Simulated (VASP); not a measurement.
Computed with PBEsol GGA, VASP's PBE PAW potentials (set 64) (plane waves; VASP).

Input for VASP

**KPOINTS**
```
k-points along high-symmetry lines
10
Line-mode
Reciprocal
  0.000000   0.000000   0.000000 ! GAMMA
  0.000000   0.500000   0.000000 ! M

  0.000000   0.500000   0.000000 ! M
 -0.333333   0.666667   0.000000 ! K

 -0.333333   0.666667   0.000000 ! K
  0.000000   0.000000   0.000000 ! GAMMA

  0.000000   0.000000   0.000000 ! GAMMA
  0.000000   0.000000   0.500000 ! A

  0.000000   0.000000   0.500000 ! A
  0.000000   0.500000   0.500000 ! L

  0.000000   0.500000   0.500000 ! L
 -0.333333   0.666667   0.500000 ! H

 -0.333333   0.666667   0.500000 ! H
  0.000000   0.000000   0.500000 ! A

  0.000000   0.500000   0.500000 ! L
  0.000000   0.500000   0.000000 ! M

 -0.333333   0.666667   0.500000 ! H
 -0.333333   0.666667   0.000000 ! K
```

**INCAR**
```
SYSTEM = WS2
PREC = Accurate
ENCUT = 400
EDIFF = 1E-7
NELM = 100
ALGO = Normal
LREAL = .FALSE.
LASPH = .TRUE.
ISMEAR = 0
SIGMA = 0.05
GGA = PS
LMAXMIX = 6
LWAVE = .FALSE.
LCHARG = .FALSE.
LORBIT = 11
ICHARG = 11
```

File POSCAR:
```
WS2
3.1464180
  0.5000000607  -0.8660255019   0.0000000000
  0.5000000607   0.8660255019   0.0000000000
  0.0000000000   0.0000000000   3.9937931327
W S
2 4
Direct
  0.3333330000   0.6666670000   0.2500000000
  0.6666670000   0.3333330000   0.7500000000
  0.3333330000   0.6666670000   0.8748498099
  0.6666670000   0.3333330000   0.3748498099
  0.6666670000   0.3333330000   0.1251501901
  0.3333330000   0.6666670000   0.6251501901
```

POTCAR, in this order: W_sv S (PBE.64 set). Program: vasp_std. Read from the step before: CHGCAR.

Output of the run:

### OSZICAR
```
       N       E                     dE             d eps       ncg     rms          rms(c)
DAV:   1     0.463333716655E+03    0.46333E+03   -0.25586E+04  6332   0.139E+03
DAV:   2    -0.194385924916E+02   -0.48277E+03   -0.47145E+03  6669   0.405E+02
DAV:   3    -0.483427383089E+02   -0.28904E+02   -0.28399E+02  7052   0.914E+01
DAV:   4    -0.491033050320E+02   -0.76057E+00   -0.75788E+00  6832   0.152E+01
DAV:   5    -0.491275235262E+02   -0.24218E-01   -0.24204E-01  7252   0.257E+00
DAV:   6    -0.491281850065E+02   -0.66148E-03   -0.66131E-03  7038   0.448E-01
DAV:   7    -0.491282094799E+02   -0.24473E-04   -0.24470E-04  7339   0.813E-02
DAV:   8    -0.491282103482E+02   -0.86831E-06   -0.86818E-06  6883   0.164E-02
DAV:   9    -0.491282103965E+02   -0.48270E-07   -0.48205E-07  5874   0.358E-03
   1 F= -.49128210E+02 E0= -.49128210E+02  d E =-.463176E-11
```

OUTCAR:
```
 val. band max:        7.1262459850   @ k =   0.0000   0.0000   0.0000

 cond. band min:       8.1938020514   @ k =  -0.1852   0.3704   0.0000



 k-point     1 :       0.0000    0.0000    0.0000
  band No.  band energies     occupation
      1     -67.3318      2.00000
      2     -67.3318      2.00000
      3     -31.6083      2.00000
      4     -31.6082      2.00000
      5     -31.4140      2.00000
      6     -31.4140      2.00000
      7     -31.4140      2.00000
      8     -31.4140      2.00000
      9      -8.4137      2.00000
     10      -8.2301      2.00000
     11      -6.8230      2.00000
     12      -6.4658      2.00000
     13      -0.4232      2.00000
     14       0.4791      2.00000
     15       3.4199      2.00000
     16       3.7268      2.00000
     17       3.7268      2.00000
     18       3.7368      2.00000
     19       3.7368      2.00000
     20       4.9897      2.00000
     21       4.9898      2.00000
     22       5.0288      2.00000
     23       5.0289      2.00000
     24       5.5297      2.00000
     25       5.9559      2.00000
     26       7.1262      2.00000
     27       9.5507      0.00000
     28       9.5549      0.00000
     29       9.5588      0.00000
     30       9.5794      0.00000
     31       9.6597      0.00000

 k-point     2 :       0.0000    0.0556    0.0000
  band No.  band energies     occupation
      1     -67.3312      2.00000
      2     -67.3312      2.00000
      3     -31.6062      2.00000
      4     -31.6061      2.00000
      5     -31.4258      2.00000
      6     -31.4258      2.00000
      7     -31.4167      2.00000
      8     -31.4167      2.00000
      9      -8.3596      2.00000
     10      -8.1760      2.00000
     11      -6.8004      2.00000
     12      -6.4480      2.00000
     13      -0.3586      2.00000
     14       0.5436      2.00000
     15       3.3346      2.00000
     16       3.5817      2.00000
     17       3.5950      2.00000
     18       3.7790      2.00000
...
```

The density is held fixed in this step, so its total energy and stress have no physical meaning. Without a dispersion term in the relaxation, distances and binding between the weakly bound layers, chains or molecules are unreliable, and so is what depends on them. Unless said otherwise, spin-orbit coupling is left out, though it shifts the bands of the heavy elements here.

The compound is WS2 in the 2H layered structure. It was relaxed first.
